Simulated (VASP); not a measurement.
These are PBE GGA, VASP's PBE PAW potentials (set 64) (plane waves; VASP 6.6.1) values and carry that method's errors.

VASP ran on this input.

### INCAR
```
! general
SYSTEM = MgS
PREC   = Accurate
ENCUT  = 400
LREAL  = .FALSE.
LASPH  = .TRUE.

! electronic loop
EDIFF  = 1E-6
NELM   = 100
ALGO   = Normal

! smearing
ISMEAR = 0
SIGMA  = 0.05

! functional
GGA    = PE

! ions
ISIF   = 2

! output
LWAVE  = .FALSE.
LCHARG = .FALSE.
```

### POSCAR
```
MgS
1.0
  0.0000000000   2.5734610000   2.6758360000
  2.5287920000   0.0000000000   2.6758360000
  2.5287920000   2.5734610000   0.0000000000
Mg S
1 1
Direct
  0.0000000000   0.0000000000   0.0000000000
  0.4879580000   0.5120420000   0.5120420000
```

KPOINTS:
```
Automatic
0
Gamma
 6 6 6
0 0 0
```

POTCAR, in this order: Mg S (PBE.64 set). Program: vasp_std.

The run wrote:

File OSZICAR:
```
       N       E                     dE             d eps       ncg     rms          rms(c)
DAV:   1     0.166274465018E+02    0.16627E+02   -0.32702E+03   792   0.654E+02
DAV:   2    -0.823988374047E+01   -0.24867E+02   -0.22968E+02  1016   0.957E+01
DAV:   3    -0.887257114952E+01   -0.63269E+00   -0.63269E+00   904   0.206E+01
DAV:   4    -0.887507266625E+01   -0.25015E-02   -0.25015E-02  1176   0.141E+00
DAV:   5    -0.887507449890E+01   -0.18327E-05   -0.18327E-05   952   0.324E-02    0.447E+00
DAV:   6    -0.850847651276E+01    0.36660E+00   -0.93349E-01   752   0.482E+00    0.354E+00
DAV:   7    -0.846684689576E+01    0.41630E-01   -0.24218E-01   936   0.264E+00    0.233E+00
DAV:   8    -0.846704527328E+01   -0.19838E-03   -0.12767E-02   784   0.952E-01    0.855E-01
DAV:   9    -0.846689054177E+01    0.15473E-03   -0.48694E-04   952   0.180E-01    0.261E-01
DAV:  10    -0.846693111682E+01   -0.40575E-04   -0.13819E-04  1048   0.786E-02    0.164E-02
DAV:  11    -0.846692864990E+01    0.24669E-05   -0.17708E-05   904   0.220E-02    0.850E-03
DAV:  12    -0.846692867980E+01   -0.29896E-07   -0.39834E-07   512   0.544E-03
   1 F= -.84669287E+01 E0= -.84669287E+01  d E =-.194251E-11
```

OUTCAR:
```
------------------------ aborting loop because EDIFF is reached ----------------------------------------
  FORCE on cell =-STRESS in cart. coord.  units (eV):
  Direction    XX          YY          ZZ          XY          YZ          ZX
  --------------------------------------------------------------------------------------
  Total        1.2139997      0.5951073     -0.2568829      0.0000000      0.0000000      0.0000000
  in kB       55.8481735     27.3769873    -11.8174984      0.0000000      0.0000000      0.0000000
  external PRESSURE =      23.8025541 kB  Pullay stress =       0.0000000 kB
  volume of cell :       34.83
      direct lattice vectors                 reciprocal lattice vectors
     0.000000000  2.573461000  2.675836000    -0.197722865  0.194290879  0.186857491
     2.528792000  0.000000000  2.675836000     0.197722865 -0.194290879  0.186857491
     2.528792000  2.573461000  0.000000000     0.197722865  0.194290879 -0.186857491
 POSITION                                       TOTAL-FORCE (eV/Angst)
 -----------------------------------------------------------------------------------
      0.00000      0.00000      0.00000         0.289358      0.000000      0.000000
      2.58970      2.57346      2.67584        -0.289358      0.000000      0.000000
 -----------------------------------------------------------------------------------
    total drift:                                0.000225     -0.000000     -0.000000
  FREE ENERGIE OF THE ION-ELECTRON SYSTEM (eV)
  ---------------------------------------------------
  free  energy   TOTEN  =        -8.4669286798 eV

  energy  without entropy=       -8.4669286798  energy(sigma->0) =       -8.46692868
```
(Selected blocks of OUTCAR.)

**OUTCAR**
```
 val. band max:        3.9440080449   @ k =   0.0000   0.0000   0.0000

 cond. band min:       6.5199274818   @ k =   0.0000   0.5000   0.5000


 Fermi energy:         4.1562794901

 k-point     1 :       0.0000    0.0000    0.0000
  band No.  band energies     occupation
      1      -8.9124      2.00000
      2       3.7079      2.00000
      3       3.8021      2.00000
      4       3.9440      2.00000
      5       7.6194      0.00000
      6      11.4525      0.00000
      7      11.8616      0.00000
      8      12.0490      0.00000

 k-point     2 :       0.1667    0.0000    0.0000
  band No.  band energies     occupation
      1      -8.6439      2.00000
      2       2.1707      2.00000
      3       3.6218      2.00000
      4       3.6761      2.00000
      5       8.6994      0.00000
      6      11.4864      0.00000
      7      11.7878      0.00000
      8      12.3045      0.00000

 k-point     3 :       0.3333    0.0000    0.0000
  band No.  band energies     occupation
      1      -7.9942      2.00000
      2      -0.0629      2.00000
      3       3.3027      2.00000
      4       3.3924      2.00000
      5       8.6096      0.00000
      6      10.9232      0.00000
      7      11.4824      0.00000
      8      13.2568      0.00000

 k-point     4 :       0.5000    0.0000    0.0000
  band No.  band energies     occupation
      1      -7.5779      2.00000
      2      -1.0674      2.00000
      3       3.1407      2.00000
      4       3.2908      2.00000
      5       8.3515      0.00000
      6      10.5337      0.00000
      7      11.0397      0.00000
      8      14.0627      0.00000

 k-point     5 :       0.1667    0.1667    0.0000
  band No.  band energies     occupation
      1      -8.5850      2.00000
      2       2.3754      2.00000
      3       3.2346      2.00000
      4       3.3506      2.00000
      5       9.2022      0.00000
      6      10.2230      0.00000
      7      11.4318      0.00000
...
```

The compound is MgS in the rock salt structure. The cell was not relaxed at this level, atoms are displaced from their ideal sites. The run is one of a series of settings (KPOINTS 6×6×6 Γ-centred mesh against the base run), some of them coarse on purpose.
